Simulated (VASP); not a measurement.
Data:

Space group Pm-3m (No. 221); a = 3.188 Å, b = 3.188 Å, c = 3.188 Å, α = 90.00°, β = 90.00°, γ = 90.00°

| atom | site | symmetry | x | y | z |
|---|---|---|---|---|---|
| Zn | 1b | m-3m | 0.5000 | 0.5000 | 0.5000 |
| Au | 1a | m-3m | 0.0000 | 0.0000 | 0.0000 |

The numbers are results of PBE GGA, VASP's PBE PAW potentials (set 64) (plane waves; VASP), not measurements. Numerical set-up: 520 eV cut-off, 11×11×11 Γ-centred mesh, first-order Methfessel-Paxton smearing of 0.10 eV, potentials Zn Au.

Give the energy at these volumes per atom, relative to the lowest: 15.20, 15.68, 16.17, 16.66, 17.14 Å³.

26.1, 6.5, 0.0, 4.3, 17.3 meV/atom. A third-order Birch-Murnaghan fit gives B0 = 116 GPa and B0′ = 5.8.

Measured: bulk modulus 131 GPa (computed value off by -11.2 %), as given by Niraj K. Nepal et al., Physical Review B (2020), arXiv:2007.11150. The calculation is for a static lattice, while the measured bulk modulus holds thermal and zero-point effects, which are part of the difference.

The compound is AuZn in the CsCl type structure. It was relaxed first.
